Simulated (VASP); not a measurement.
Consider the following.

```
CELL_PARAMETERS angstrom
      5.22000     2.61000     2.61000
      2.61000     5.22000     2.61000
      2.61000     2.61000     5.22000
ATOMIC_POSITIONS crystal
  Mn 0.00000 0.00000 0.00000
  Mn 0.50000 0.50000 0.50000
  S  0.25000 0.25000 0.25000
  S  0.75000 0.75000 0.75000
```
Starting moments (μB, in the order of the record's atoms Mn Mn S S): 5.0 -5.0 0.0 0.0.

Level of theory: PBE GGA + U (Dudarev), VASP's PBE PAW potentials (set 64) (plane waves; VASP 6.6.1). Settings: 400 eV cut-off, 6×6×6 Γ-centred mesh, Gaussian smearing of 0.050 eV, potentials Mn_pv S, U − J: Mn 2.00 eV.

### Question
What does the run give for the cell moment, energy per atom (σ→0), band gap (on the k-mesh) with the smallest direct gap where there is one?

### Answer

| Property | Value |
|---|---|
| band gap (on the k-mesh) | 1.68 eV |
| smallest direct gap (on the k-mesh) | 2.19 eV |
| cell moment | 0.00 μB |
| energy per atom (σ→0) | -6.770 eV/atom |

### Question
Give the moment on each site (PAW-sphere projection).

### Answer

```csv
site,moment (μB)
Mn1,4.39
Mn2,-4.39
S3,0.00
S4,0.00
```

Only differences to runs with the same potentials and settings are physical.

The compound is MnS in the rock salt, AFM-II order structure. The cell was not relaxed at this level. The run is one of a series of settings (LDAU = .TRUE., LDAUJ = 0 0, LDAUL = 2 -1, LDAUTYPE = 2, LDAUU = 2.0 0 against the base run), some of them coarse on purpose.
